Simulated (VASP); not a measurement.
Calculation: revTPSS meta-GGA, VASP's PBE PAW potentials (set 64) (plane waves; VASP).

Input for VASP

### POSCAR
```
PbF2
1
    0.0000000000     3.0210202833     3.0210202833
    3.0210202833     0.0000000000     3.0210202833
    3.0210202833     3.0210202833     0.0000000000
Pb F
1 2
Direct
  0.0000000000   0.0000000000   0.0000000000
  0.2500000000   0.2500000000   0.2500000000
  0.7500000000   0.7500000000   0.7500000000
```

**INCAR**
```
! general
SYSTEM =PbF2
PREC   =Accurate
ENCUT  =520
LREAL  =.FALSE.
LASPH  =.TRUE.

! electronic loop
EDIFF  =1E-7
NELM   =100
ALGO   =Normal
LMAXMIX=4
LMIXTAU=.TRUE.

! smearing
ISMEAR =0
SIGMA  =0.05

! functional
METAGGA=RTPSS

! ions
ISIF   =2

! output
LWAVE  =.FALSE.
LCHARG =.FALSE.
```

**KPOINTS**
```
Automatic
0
Gamma
  7 7 7
0 0 0
```

POTCAR, in this order: Pb_d F (PBE.64 set). Program: vasp_std.

### Question
What does the run give for the energy per atom (σ→0), pressure?

### Answer

The energy per atom (σ→0) is 8804 meV/atom and the pressure is -3.71 GPa.

File OSZICAR:
```
...
DAV:  16     0.264122337933E+02   -0.44329E-03   -0.61727E-04   750   0.224E-01    0.280E-02
DAV:  17     0.264123459787E+02    0.11219E-03   -0.29476E-04   720   0.145E-01    0.223E-02
DAV:  18     0.264121669371E+02   -0.17904E-03   -0.13509E-04   728   0.105E-01    0.644E-03
DAV:  19     0.264121659781E+02   -0.95904E-06   -0.35543E-06   760   0.237E-02    0.302E-03
DAV:  20     0.264121655586E+02   -0.41952E-06   -0.15577E-06   732   0.131E-02    0.124E-03
DAV:  21     0.264121654026E+02   -0.15601E-06   -0.97690E-08   574   0.350E-03    0.128E-03
DAV:  22     0.264121653644E+02   -0.38171E-07   -0.17941E-07   420   0.329E-03
   1 F= 0.26412165E+02 E0= 0.26412165E+02  d E =-.114545E-21
```

The compound is PbF2 in the fluorite structure, the β form. This cell is one point of a volume scan, at 1.06 of the reference volume.
